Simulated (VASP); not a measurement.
TaAs: single point with PBE

TaAs, a sheet with vacuum:

```
Ta As
1.0
     3.32586    0.00000    0.00000
     0.00000    3.32586    0.00000
     0.00000    0.00000   25.74029
Ta As
1 1
Direct
  0.00000 0.00000 0.27178
  0.50000 0.50000 0.31096
```

The cell was built by a generator and needn't be a form met in nature.

- Program: VASP 6.6.1
- Task: single point
- Functional: PBE
- Potentials or basis: VASP PAW PBE potentials, release 64 (Ta_pv, As)
- Cutoff: 520 eV
- k mesh: 8 × 8 × 1
- Occupations: fermi-dirac, width 0.05 eV
- Spin: no spin polarisation
- Dipole correction: yes
- Further INCAR settings: ALGO = Normal; EDIFF = 1e-07; NBANDS = 15

```yaml
Largest_force: 0.043 eV/Å
Band_gap_on_the_k_mesh: none (metal or under the smearing width)
```

Forces on the atoms (eV/Å):
```
Ta   0.000  0.000 -0.043
As   0.000  0.000  0.043
```

Levels at points of the mesh, in eV from the Fermi level:
| k point | band 4 | band 5 | band 6 | band 7 | band 8 | band 9 | band 10 | band 11 | band 12 | band 13 |
| --- | --- | --- | --- | --- | --- | --- | --- | --- | --- | --- |
| (0.00, 0.00, 0.00) | -12.29 | -4.22 | -2.22 | -0.76 | -0.76 | -0.59 | 1.76 | 3.22 | 3.81 | 3.81 |
| (0.50, 0.00, 0.00) | -10.54 | -5.96 | -2.12 | -2.02 | -0.39 | 0.61 | 1.41 | 1.59 | 3.78 | 5.79 |
| (0.50, 0.50, 0.00) | -10.29 | -4.24 | -4.24 | -1.80 | 0.47 | 1.08 | 1.08 | 3.74 | 4.16 | 6.45 |

It took 81 s on 1 thread of Intel(R) Xeon(R) Platinum 8488C (Sapphire Rapids), with other jobs on the host, peak memory 0.42 GiB.

The run has no spin-orbit coupling, so splittings on Ta are missing.
